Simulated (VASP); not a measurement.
Wanted: the native input for a VASP 6.6.1 run.

```
Task                      : relaxation of the atoms
Functional                : PBE
Potentials or basis       : VASP PAW PBE potentials, release 64 (Ge, H, Sn)
Cutoff                    : 300 eV
k mesh                    : 3 × 3 × 1
Occupations               : gaussian, width 0.03 eV
Spin                      : no spin polarisation
Atoms held fixed (from 0) : [36, 37, 38, 39, 40, 41, 42, 43, 44, 45, 46, 47, 48, 49, 50, 51, 52, 53, 54, 55, 56, 57, 58, 59, 60, 61, 62]
Further INCAR settings    : ALGO = Normal; EDIFF = 1e-06; IBRION = 2; EDIFFG = -0.01; NSW = 40
```

The structure of SnGe18H3 lies in POSCAR:

```
SnGe18H3
1.0
   12.2230478200      0.0000000000      0.0000000000
   -6.1115239100     10.5854699200      0.0000000000
    0.0000000000      0.0000000000     22.0450575600
Ge H Sn
54 9 3
Selective dynamics
Direct
    0.0075575300      0.0151150600      0.7051493300  T T T
    0.0075575300      0.3257758000      0.7051493300  T T T
   -0.0151150600      0.6591091400      0.7051493300  T T T
    0.3408908600     -0.0075575300      0.7051493300  T T T
    0.3182182700      0.3257758000      0.7051493300  T T T
    0.3408908600      0.6817817300      0.7051493300  T T T
    0.6515516100     -0.0075575300      0.7051493300  T T T
    0.6742242000      0.3484483900      0.7051493300  T T T
    0.6742242000      0.6591091400      0.7051493300  T T T
    0.1111111100      0.2222222200      0.6470105300  T T T
    0.1111111100      0.5555555600      0.6674232700  T T T
    0.1111111100      0.8888888900      0.6674232700  T T T
    0.4444444400      0.2222222200      0.6674232700  T T T
    0.4444444400      0.5555555600      0.6674232700  T T T
    0.4444444400      0.8888888900      0.6470105300  T T T
    0.7777777800      0.2222222200      0.6674232700  T T T
    0.7777777800      0.5555555600      0.6470105300  T T T
    0.7777777800      0.8888888900      0.6674232700  T T T
    0.1111111100      0.2222222200      0.5542451100  T T T
    0.1111111100      0.5555555600      0.5542451100  T T T
    0.1111111100      0.8888888900      0.5542451100  T T T
    0.4444444400      0.2222222200      0.5542451100  T T T
    0.4444444400      0.5555555600      0.5542451100  T T T
    0.4444444400      0.8888888900      0.5542451100  T T T
    0.7777777800      0.2222222200      0.5542451100  T T T
    0.7777777800      0.5555555600      0.5542451100  T T T
    0.7777777800      0.8888888900      0.5542451100  T T T
    0.2222222200      0.1111111100      0.5165190500  T T T
    0.2222222200      0.4444444400      0.5165190500  T T T
    0.2222222200      0.7777777800      0.5165190500  T T T
    0.5555555600      0.1111111100      0.5165190500  T T T
    0.5555555600      0.4444444400      0.5165190500  T T T
    0.5555555600      0.7777777800      0.5165190500  T T T
    0.8888888900      0.1111111100      0.5165190500  T T T
    0.8888888900      0.4444444400      0.5165190500  T T T
    0.8888888900      0.7777777800      0.5165190500  T T T
    0.2222222200      0.1111111100      0.4033408900  F F F
    0.2222222200      0.4444444400      0.4033408900  F F F
    0.2222222200      0.7777777800      0.4033408900  F F F
    0.5555555600      0.1111111100      0.4033408900  F F F
    0.5555555600      0.4444444400      0.4033408900  F F F
    0.5555555600      0.7777777800      0.4033408900  F F F
    0.8888888900      0.1111111100      0.4033408900  F F F
    0.8888888900      0.4444444400      0.4033408900  F F F
    0.8888888900      0.7777777800      0.4033408900  F F F
    0.0000000000      0.0000000000      0.3656148300  F F F
    0.0000000000      0.3333333300      0.3656148300  F F F
    0.0000000000      0.6666666700      0.3656148300  F F F
    0.3333333300      0.0000000000      0.3656148300  F F F
    0.3333333300      0.3333333300      0.3656148300  F F F
    0.3333333300      0.6666666700      0.3656148300  F F F
    0.6666666700      0.0000000000      0.3656148300  F F F
    0.6666666700      0.3333333300      0.3656148300  F F F
    0.6666666700      0.6666666700      0.3656148300  F F F
    0.0000000000      0.0000000000      0.2948506700  F F F
    0.0000000000      0.3333333300      0.2948506700  F F F
    0.0000000000      0.6666666700      0.2948506700  F F F
    0.3333333300      0.0000000000      0.2948506700  F F F
    0.3333333300      0.3333333300      0.2948506700  F F F
    0.3333333300      0.6666666700      0.2948506700  F F F
    0.6666666700      0.0000000000      0.2948506700  F F F
    0.6666666700      0.3333333300      0.2948506700  F F F
    0.6666666700      0.6666666700      0.2948506700  F F F
    0.1111111100      0.2222222200      0.7768207200  T T T
    0.4444444400      0.8888888900      0.7922436800  T T T
    0.7777777800      0.5555555600      0.7922436800  T T T
```

The input as run:

INCAR

```
SYSTEM = SnGe18H3
ALGO = Normal
EDIFF = 1E-6
EDIFFG = -0.01
ENCUT = 300
GGA = PE
IBRION = 2
ISIF = 2
ISMEAR = 0
KPAR = 2
LASPH = .TRUE.
LCHARG = .FALSE.
LREAL = .FALSE.
LWAVE = .FALSE.
NELM = 80
NSW = 40
PREC = Accurate
SIGMA = 0.03
```

KPOINTS

```
k-points
0
G
  3 3 1
  0 0 0
```

Potentials or basis: VASP PAW PBE potentials, release 64 (Ge, H, Sn).

Run with:

```sh
$ cat potpaw_PBE.64/Ge/POTCAR potpaw_PBE.64/H/POTCAR potpaw_PBE.64/Sn/POTCAR > POTCAR
$ mpirun -np 8 vasp_std > vasp.out
```

It gave:

- Energy gained by relaxing: 55.1 meV/atom
- Ionic steps: 29
- Band gap on the k mesh: none (metal or under the smearing width)

Wall time 2.1 h on 8 MPI ranks on Intel(R) Xeon(R) Platinum 8488C (Sapphire Rapids), with other jobs on the host, peak memory 0.63 GiB a rank.
